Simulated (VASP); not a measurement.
# CdPbSO with LDA: from relaxation to properties, part 5 of 6

What structure does CdPbSO take at this level, and what are its properties? The cell is invented: it takes the structure of a Materials Project entry for PbS (space group 187 there), with some of its atoms replaced by other elements, volume scaled by an estimate. It may not be a known or stable phase. The atoms of the start are displaced at random from the sites of a P3m1 cell.

VASP 6.6.1, plane waves and PAW; the level of theory is named at each step.

So far, gap on the k-mesh (eV): step 3 (relaxing cell and atoms (LDA)) 0.421; step 4 (second relaxation) 0.422; step 5 (single point with fields (LDA)) 0.422; step 7 (density of states (LDA)) 0.395.

**9. Vibrations at Γ (LDA)**

This step: LDA; plane waves and PAW (Pb_d, Cd, S, O); invented cell (VASP 6.6.1).

Zone-centre modes test whether the atoms sit at a minimum within this cell. IBRION = 8 takes the force constants from linear response, which needs tightly converged orbitals.

Input file INCAR:

```
SYSTEM = CdPbSO
PREC = Accurate
ENCUT = 520
EDIFF = 1E-08
NELM = 100
ISMEAR = 0
SIGMA = 0.05
LREAL = .FALSE.
ALGO = Normal
GGA = CA
NBANDS = 25
LORBIT = 11
LWAVE = .FALSE.
LCHARG = .FALSE.
KPAR = 2
IBRION = 8
LEPSILON = .TRUE.
ISIF = 2
```

Input file POSCAR:

```
CdPbSO
1.0
    3.4845284133      0.0373016679      0.0027962709
   -1.7588269619      3.3587475049      0.4249282133
    0.0071276996      1.0282338125      6.4644815989
Pb Cd S O
1 1 1 1
Direct
    0.9504448466      0.9037035568      0.0482046533
    0.0851269274      0.1684206410      0.4892614990
    0.7119320077      0.4261586888      0.7110216946
    0.5801662182      0.1616441136      0.2504391531
```

Input file KPOINTS:

```
Automatic mesh
0
Gamma
7 7 4
0 0 0
```

Potentials, in the order of the species: Pb_d, Cd, S and O (LDA family, release 64).

The run is started by

```console
mpirun -np 2 vasp_std
```

Log:

```text
[... set-up lines as in an earlier step ...]
 entering main loop
       N       E                     dE             d eps       ncg     rms          rms(c)
DAV:   1     0.365291298725E+03    0.36529E+03   -0.18425E+04  4950   0.166E+03
DAV:   2     0.128572904395E+02   -0.35243E+03   -0.34084E+03  5149   0.429E+02
DAV:   3    -0.204861239842E+02   -0.33343E+02   -0.32705E+02  6370   0.136E+02
DAV:   4    -0.214572275784E+02   -0.97110E+00   -0.96855E+00  5720   0.247E+01
DAV:   5    -0.214853061006E+02   -0.28079E-01   -0.28066E-01  6645   0.441E+00    0.122E+01
DAV:   6    -0.191550192341E+02    0.23303E+01   -0.11683E+01  7616   0.390E+01    0.972E+00
DAV:   7    -0.188453865600E+02    0.30963E+00   -0.32252E+00  5593   0.128E+01    0.570E+00
DAV:   8    -0.188172741646E+02    0.28112E-01   -0.61219E-01  5284   0.489E+00    0.149E+00
DAV:   9    -0.188119621347E+02    0.53120E-02   -0.45914E-02  7818   0.165E+00    0.293E-01
DAV:  10    -0.188115286784E+02    0.43346E-03   -0.12321E-02  6068   0.893E-01    0.121E-01
DAV:  11    -0.188114481792E+02    0.80499E-04   -0.78330E-04  6714   0.255E-01    0.456E-02
DAV:  12    -0.188114562049E+02   -0.80257E-05   -0.11865E-04  5331   0.788E-02    0.240E-02
DAV:  13    -0.188114570021E+02   -0.79719E-06   -0.55082E-06  7138   0.187E-02    0.783E-03
DAV:  14    -0.188114566328E+02    0.36927E-06   -0.11635E-06  5320   0.919E-03    0.317E-03
DAV:  15    -0.188114566038E+02    0.29024E-07   -0.15858E-07  5882   0.359E-03    0.585E-04
DAV:  16    -0.188114566004E+02    0.34051E-08   -0.40282E-08  4550   0.182E-03
   1 F= -.18811457E+02 E0= -.18811457E+02  d E =-.963930E-11
 Linear response reoptimize wavefunctions to high precision
DAV:   1    -0.188114566005E+02   -0.68212E-10   -0.73359E-09  4523   0.764E-04
DAV:   2    -0.188114566006E+02   -0.12051E-09   -0.68735E-10  2669   0.188E-04
DAV:   3    -0.188114566006E+02    0.31832E-11   -0.10041E-10  2657   0.904E-05
 Linear response G [H, r] |phi>, progress :
  Direction:   1
       N       E                     dE             d eps       ncg     rms
RMM:   1    -0.160379989732E+03   -0.16038E+03    0.14268E+02  8946   0.132E+02
RMM:   2    -0.153797581787E+03    0.65824E+01   -0.27812E+01  7960   0.385E+01
RMM:   3    -0.154342481880E+03   -0.54490E+00   -0.34569E+00  8611   0.137E+01
RMM:   4    -0.154384842080E+03   -0.42360E-01   -0.53411E-01  8362   0.538E+00
RMM:   5    -0.154392580987E+03   -0.77389E-02   -0.12979E-01  8733   0.240E+00
RMM:   6    -0.154393811133E+03   -0.12301E-02   -0.42226E-02  8778   0.123E+00
RMM:   7    -0.154394046011E+03   -0.23488E-03   -0.66308E-03  8868   0.464E-01
RMM:   8    -0.154394093382E+03   -0.47370E-04   -0.13053E-03  8845   0.180E-01
RMM:   9    -0.154394069392E+03    0.23989E-04   -0.17763E-04  8767   0.780E-02
RMM:  10    -0.154394073313E+03   -0.39203E-05   -0.10888E-04  8876   0.346E-02
RMM:  11    -0.154394073584E+03   -0.27144E-06    0.23072E-05  9024   0.179E-02
RMM:  12    -0.154394072388E+03    0.11964E-05    0.48055E-05  8634   0.101E-02
RMM:  13    -0.154394072419E+03   -0.31527E-07    0.24533E-05  8385   0.604E-03
RMM:  14    -0.154394072632E+03   -0.21258E-06    0.23036E-05  8040   0.417E-03
RMM:  15    -0.154394072688E+03   -0.56506E-07    0.29862E-05  7689   0.315E-03
RMM:  16    -0.154394072515E+03    0.17339E-06   -0.19113E-05  7521   0.273E-03
RMM:  17    -0.154394072697E+03   -0.18194E-06   -0.35030E-05  7438   0.254E-03
RMM:  18    -0.154394072487E+03    0.21000E-06   -0.26700E-05  7227   0.244E-03
RMM:  19    -0.154394072729E+03   -0.24192E-06    0.44165E-06  7051   0.240E-03
RMM:  20    -0.154394072661E+03    0.68279E-07    0.18207E-05  6903   0.238E-03
 Linear response G [H, r] |phi>, progress :
  Direction:   2
       N       E                     dE             d eps       ncg     rms
RMM:   1    -0.162212030646E+03   -0.16221E+03    0.11138E+02  8794   0.132E+02
RMM:   2    -0.153948204863E+03    0.82638E+01   -0.29658E+01  8151   0.374E+01
RMM:   3    -0.154396570279E+03   -0.44837E+00   -0.29732E+00  8586   0.133E+01
RMM:   4    -0.154438397566E+03   -0.41827E-01   -0.63310E-01  8479   0.563E+00
RMM:   5    -0.154446667539E+03   -0.82700E-02   -0.13071E-01  8704   0.242E+00
RMM:   6    -0.154447866477E+03   -0.11989E-02   -0.45260E-02  8779   0.126E+00
RMM:   7    -0.154448148083E+03   -0.28161E-03   -0.80035E-03  8920   0.493E-01
RMM:   8    -0.154448182329E+03   -0.34246E-04   -0.10238E-03  8819   0.181E-01
RMM:   9    -0.154448192382E+03   -0.10053E-04   -0.14964E-04  8794   0.725E-02
RMM:  10    -0.154448194223E+03   -0.18408E-05   -0.34358E-05  8889   0.329E-02
RMM:  11    -0.154448194131E+03    0.92428E-07   -0.25607E-05  9044   0.173E-02
RMM:  12    -0.154448193955E+03    0.17593E-06    0.11540E-06  8720   0.957E-03
RMM:  13    -0.154448193935E+03    0.19905E-07   -0.24239E-06  8490   0.563E-03
RMM:  14    -0.154448193809E+03    0.12568E-06    0.28463E-05  8014   0.374E-03
RMM:  15    -0.154448193863E+03   -0.53448E-07    0.32683E-05  7641   0.275E-03
RMM:  16    -0.154448193887E+03   -0.24509E-07    0.10014E-05  7554   0.236E-03
RMM:  17    -0.154448193985E+03   -0.98285E-07    0.26365E-05  7375   0.217E-03
RMM:  18    -0.154448193881E+03    0.10409E-06    0.10796E-05  7112   0.208E-03
RMM:  19    -0.154448193912E+03   -0.30305E-07    0.39586E-05  6961   0.203E-03
RMM:  20    -0.154448193914E+03   -0.26294E-08    0.12288E-05  6896   0.201E-03
 Linear response G [H, r] |phi>, progress :
  Direction:   3
       N       E                     dE             d eps       ncg     rms
RMM:   1    -0.163017802178E+03   -0.16302E+03    0.12836E+02  9239   0.132E+02
RMM:   2    -0.153748637241E+03    0.92692E+01   -0.29320E+01  8180   0.356E+01
RMM:   3    -0.154191303177E+03   -0.44267E+00   -0.31275E+00  8741   0.125E+01
RMM:   4    -0.154240066264E+03   -0.48763E-01   -0.53891E-01  8410   0.496E+00
RMM:   5    -0.154247698641E+03   -0.76324E-02   -0.11460E-01  8786   0.218E+00
RMM:   6    -0.154248586460E+03   -0.88782E-03   -0.39439E-02  8736   0.114E+00
RMM:   7    -0.154248759433E+03   -0.17297E-03   -0.67117E-03  8954   0.433E-01
RMM:   8    -0.154248825518E+03   -0.66085E-04   -0.10774E-03  8982   0.165E-01
RMM:   9    -0.154248824677E+03    0.84047E-06   -0.51776E-05  8806   0.638E-02
RMM:  10    -0.154248834066E+03   -0.93893E-05   -0.50382E-05  8859   0.302E-02
RMM:  11    -0.154248831720E+03    0.23460E-05   -0.88306E-06  8968   0.166E-02
RMM:  12    -0.154248832661E+03   -0.94065E-06   -0.17924E-05  8635   0.939E-03
RMM:  13    -0.154248832489E+03    0.17243E-06   -0.11743E-05  8384   0.576E-03
RMM:  14    -0.154248832369E+03    0.11924E-06    0.16424E-04  8077   0.396E-03
[...]
RMM:   2    -0.104238725002E+00    0.56051E-02   -0.38375E-03  8029   0.427E-01    0.189E-01
RMM:   3    -0.104595550456E+00   -0.35683E-03   -0.70055E-04  8721   0.197E-01    0.777E-02
RMM:   4    -0.104922988208E+00   -0.32744E-03   -0.11749E-04  8313   0.759E-02    0.276E-02
RMM:   5    -0.105022412972E+00   -0.99425E-04   -0.28030E-05  8674   0.382E-02    0.133E-02
RMM:   6    -0.105028798181E+00   -0.63852E-05   -0.52317E-06  8454   0.163E-02    0.702E-03
RMM:   7    -0.105016765300E+00    0.12033E-04   -0.89594E-07  8834   0.679E-03    0.211E-03
RMM:   8    -0.105024573874E+00   -0.78086E-05   -0.13035E-07  7816   0.267E-03    0.906E-04
RMM:   9    -0.105023694216E+00    0.87966E-06   -0.33579E-08  8889   0.128E-03    0.187E-04
RMM:  10    -0.105023883228E+00   -0.18901E-06   -0.87700E-09  8793   0.538E-04    0.473E-05
RMM:  11    -0.105024080178E+00   -0.19695E-06   -0.15373E-08  8889   0.254E-04    0.180E-05
RMM:  12    -0.105024039477E+00    0.40701E-07   -0.28328E-09  8966   0.138E-04    0.881E-06
RMM:  13    -0.105024035299E+00    0.41788E-08   -0.41279E-08  9213   0.798E-05    0.264E-06
 first order change of Fermi-energy   0.40773E+00
 force on displaced ion       3 direction 2 :  -0.006  -5.129   0.225
 Born effective charge ion    3 direction 2 :   0.002  -2.771   0.174
 Linear response progress:
  Degree of freedom:   9/ 12
       N       E                     dE             d eps       ncg     rms          rms(c)
RMM:   1    -0.130067126580E+00   -0.13007E+00   -0.49610E-02 11713   0.146E+00
RMM:   2    -0.122934393298E+00    0.71327E-02   -0.46089E-03  8223   0.430E-01    0.235E-01
RMM:   3    -0.123165514039E+00   -0.23112E-03   -0.85265E-04  8305   0.198E-01    0.104E-01
RMM:   4    -0.123404570592E+00   -0.23906E-03   -0.19274E-04  8592   0.879E-02    0.408E-02
RMM:   5    -0.123435155567E+00   -0.30585E-04   -0.40486E-05  8476   0.438E-02    0.204E-02
RMM:   6    -0.123429950758E+00    0.52048E-05   -0.84783E-06  8570   0.212E-02    0.813E-03
RMM:   7    -0.123429053107E+00    0.89765E-06   -0.12278E-06  8314   0.889E-03    0.248E-03
RMM:   8    -0.123432879382E+00   -0.38263E-05   -0.20004E-07  8268   0.374E-03    0.875E-04
RMM:   9    -0.123434413393E+00   -0.15340E-05   -0.60658E-08  8735   0.165E-03    0.172E-04
RMM:  10    -0.123434387525E+00    0.25868E-07   -0.17960E-08  8875   0.740E-04    0.794E-05
RMM:  11    -0.123434305921E+00    0.81604E-07    0.24943E-09  8674   0.402E-04    0.234E-05
RMM:  12    -0.123434247808E+00    0.58114E-07    0.13061E-08  8564   0.215E-04    0.133E-05
RMM:  13    -0.123434216695E+00    0.31113E-07   -0.56542E-09  9304   0.128E-04    0.537E-06
RMM:  14    -0.123434231194E+00   -0.14499E-07   -0.75959E-08  8669   0.870E-05    0.538E-06
RMM:  15    -0.123434217924E+00    0.13271E-07   -0.73000E-08  9048   0.669E-05    0.947E-07
RMM:  16    -0.123434213325E+00    0.45992E-08   -0.68135E-08  8568   0.594E-05    0.698E-07
 first order change of Fermi-energy  -0.14464E+00
 force on displaced ion       3 direction 3 :   0.023   0.229  -5.676
 Born effective charge ion    3 direction 3 :   0.002  -0.002  -3.086
 Linear response progress:
  Degree of freedom:  10/ 12
       N       E                     dE             d eps       ncg     rms          rms(c)
RMM:   1    -0.362607465657E+00   -0.36261E+00    0.35529E-01 11397   0.303E+00
RMM:   2    -0.353356906498E+00    0.92506E-02   -0.20146E-02  7598   0.110E+00    0.133E-01
RMM:   3    -0.354090566553E+00   -0.73366E-03   -0.28981E-03  8248   0.358E-01    0.769E-02
RMM:   4    -0.355194365729E+00   -0.11038E-02   -0.60236E-04  7936   0.161E-01    0.131E-02
RMM:   5    -0.355063697680E+00    0.13067E-03   -0.62563E-05  8589   0.622E-02    0.630E-03
RMM:   6    -0.355037329643E+00    0.26368E-04   -0.95224E-06  8207   0.229E-02    0.222E-03
RMM:   7    -0.355042357290E+00   -0.50276E-05   -0.26307E-06  9101   0.111E-02    0.923E-04
RMM:   8    -0.355050499868E+00   -0.81426E-05   -0.35115E-07  8470   0.457E-03    0.422E-04
RMM:   9    -0.355047764583E+00    0.27353E-05   -0.61056E-08  8878   0.195E-03    0.802E-05
RMM:  10    -0.355048780966E+00   -0.10164E-05   -0.20467E-08  8770   0.895E-04    0.351E-05
RMM:  11    -0.355048886490E+00   -0.10552E-06   -0.11471E-08  8967   0.439E-04    0.107E-05
RMM:  12    -0.355048839584E+00    0.46906E-07   -0.89059E-09  9105   0.223E-04    0.410E-06
RMM:  13    -0.355048876880E+00   -0.37296E-07   -0.69732E-09  9431   0.132E-04    0.225E-06
RMM:  14    -0.355048862852E+00    0.14029E-07   -0.69109E-09  8657   0.804E-05    0.741E-07
RMM:  15    -0.355048867565E+00   -0.47136E-08   -0.92691E-09  7434   0.588E-05    0.497E-07
 first order change of Fermi-energy  -0.48162E+00
 force on displaced ion       4 direction 1 :  -1.788   0.045   0.185
 Born effective charge ion    4 direction 1 :  -3.005  -0.001   0.023
 Linear response progress:
  Degree of freedom:  11/ 12
       N       E                     dE             d eps       ncg     rms          rms(c)
RMM:   1    -0.367097239105E+00   -0.36710E+00    0.32250E-01 11185   0.298E+00
RMM:   2    -0.357641430283E+00    0.94558E-02   -0.18213E-02  7604   0.103E+00    0.942E-02
RMM:   3    -0.358442985847E+00   -0.80156E-03   -0.21271E-03  8044   0.321E-01    0.535E-02
RMM:   4    -0.359498412935E+00   -0.10554E-02   -0.53344E-04  7847   0.157E-01    0.155E-02
RMM:   5    -0.359539390584E+00   -0.40978E-04   -0.66759E-05  8701   0.640E-02    0.787E-03
RMM:   6    -0.359425877770E+00    0.11351E-03   -0.10806E-05  7966   0.237E-02    0.197E-03
RMM:   7    -0.359453196950E+00   -0.27319E-04   -0.21541E-06  8799   0.106E-02    0.766E-04
RMM:   8    -0.359454092759E+00   -0.89581E-06   -0.29978E-07  8651   0.416E-03    0.254E-04
RMM:   9    -0.359453642874E+00    0.44988E-06   -0.49844E-08  8890   0.169E-03    0.966E-05
RMM:  10    -0.359453965100E+00   -0.32223E-06   -0.15844E-08  8965   0.812E-04    0.326E-05
RMM:  11    -0.359454183052E+00   -0.21795E-06   -0.68305E-09  8990   0.389E-04    0.142E-05
RMM:  12    -0.359454158100E+00    0.24952E-07   -0.80576E-09  9037   0.193E-04    0.727E-06
RMM:  13    -0.359454180999E+00   -0.22900E-07   -0.56632E-09  9287   0.108E-04    0.249E-06
RMM:  14    -0.359454170743E+00    0.10256E-07   -0.79867E-09  8762   0.689E-05    0.188E-06
RMM:  15    -0.359454185961E+00   -0.15219E-07   -0.11534E-08  8485   0.522E-05    0.272E-07
RMM:  16    -0.359454184317E+00    0.16449E-08   -0.77977E-09  7357   0.447E-05    0.222E-07
 first order change of Fermi-energy   0.55772E+00
 force on displaced ion       4 direction 2 :   0.047  -1.919  -0.086
 Born effective charge ion    4 direction 2 :   0.001  -2.877  -0.266
 Linear response progress:
  Degree of freedom:  12/ 12
       N       E                     dE             d eps       ncg     rms          rms(c)
RMM:   1    -0.376363737171E+00   -0.37636E+00    0.38728E-01 10824   0.309E+00
RMM:   2    -0.369035093113E+00    0.73286E-02   -0.19402E-02  7737   0.106E+00    0.173E-01
RMM:   3    -0.369698920978E+00   -0.66383E-03   -0.26500E-03  8117   0.341E-01    0.989E-02
RMM:   4    -0.370396467164E+00   -0.69755E-03   -0.52961E-04  8495   0.144E-01    0.359E-02
RMM:   5    -0.370603837945E+00   -0.20737E-03   -0.69386E-05  8356   0.634E-02    0.124E-02
RMM:   6    -0.370610809520E+00   -0.69716E-05   -0.13491E-05  7788   0.288E-02    0.423E-03
RMM:   7    -0.370620950020E+00   -0.10140E-04   -0.30601E-06  8254   0.137E-02    0.171E-03
RMM:   8    -0.370601301123E+00    0.19649E-04   -0.72000E-07  8475   0.639E-03    0.654E-04
RMM:   9    -0.370603662170E+00   -0.23610E-05   -0.12707E-07  8731   0.267E-03    0.417E-04
RMM:  10    -0.370604973240E+00   -0.13111E-05   -0.37476E-08  8313   0.127E-03    0.115E-04
RMM:  11    -0.370604798026E+00    0.17521E-06   -0.19435E-08  8923   0.638E-04    0.571E-05
RMM:  12    -0.370604874754E+00   -0.76727E-07   -0.15509E-08  8735   0.325E-04    0.149E-05
RMM:  13    -0.370604866292E+00    0.84619E-08   -0.15719E-08  8947   0.190E-04    0.106E-05
 first order change of Fermi-energy   0.13208E+00
 force on displaced ion       4 direction 3 :   0.187  -0.089  -5.502
 Born effective charge ion    4 direction 3 :   0.008  -0.060  -3.717
 Born effective charges drift removed
 Linear response finished
```

The job ended after 27 min (2 MPI ranks of Intel Xeon Platinum 8488C (Sapphire Rapids), shared host; peak memory 1.4 GiB).

(Continued in part 6 of 6.)

[Lines on the potential files, build, host, timing and source positions are cut from VASP's logs without a mark.]

[Logs are printed without paths, hosts, clocks, repeated set-up lines and the standing remarks that a program may print on its own settings, such as how far it seeks lower states.]

[Hosts, paths, dates, database ids (printed as entryN), source tags and the programs' standing remarks are cut or masked in the printed files.]

[A measured line is paired with the nearest computed mode of its activity, which favours agreement.]
